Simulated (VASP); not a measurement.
A convergence study with VASP on Nb (bcc): one setting is varied, all else stays as given below, so the limit is that of these other settings.

```
CELL_PARAMETERS angstrom
     -1.65000     1.65000     1.65000
      1.65000    -1.65000     1.65000
      1.65000     1.65000    -1.65000
ATOMIC_POSITIONS crystal
  Nb 0.00000 0.00000 0.00000
```

All values below come from PBE GGA, VASP's PBE PAW potentials (set 64) (plane waves; VASP 6.6.1). The tightest run used: 550 eV cut-off, 21×21×21 Monkhorst-Pack mesh, first-order Methfessel-Paxton smearing of 0.10 eV, potentials Nb_sv.

| setting | E (eV/atom) | pressure (GPa) | irreducible k-points |
|---|---|---|---|
| 1×1×1 mesh | -9.0179 | 122.77 | 1 |
| 2×2×2 mesh | -7.8683 | 34.97 | 2 |
| 3×3×3 mesh | -10.3068 | -0.57 | 4 |
| 4×4×4 mesh | -10.3328 | -1.21 | 6 |
| 5×5×5 mesh | -10.1615 | -0.51 | 10 |
| 6×6×6 mesh | -10.2461 | 2.53 | 14 |
| 7×7×7 mesh | -10.1869 | 1.74 | 20 |
| 8×8×8 mesh | -10.1851 | 0.63 | 26 |
| 9×9×9 mesh | -10.2240 | 0.86 | 35 |
| 10×10×10 mesh | -10.2351 | 1.36 | 44 |

Problem. These are the cheaper rows. Estimate the results at 21×21×21 mesh, and how far the last row shown lies from them.

Solution. 
```
quantity        tightest run  last row shown is off by
--------------  ------------  ------------------------
E (eV/atom)         -10.2143                   -0.0208
pressure (GPa)          1.33                      0.03
```

Left out are rungs that failed or repeat a setting and relaxations that didn't move; long series are thinned to 24 rows.

The compound is Nb in the bcc structure. The cell was not relaxed at this level.
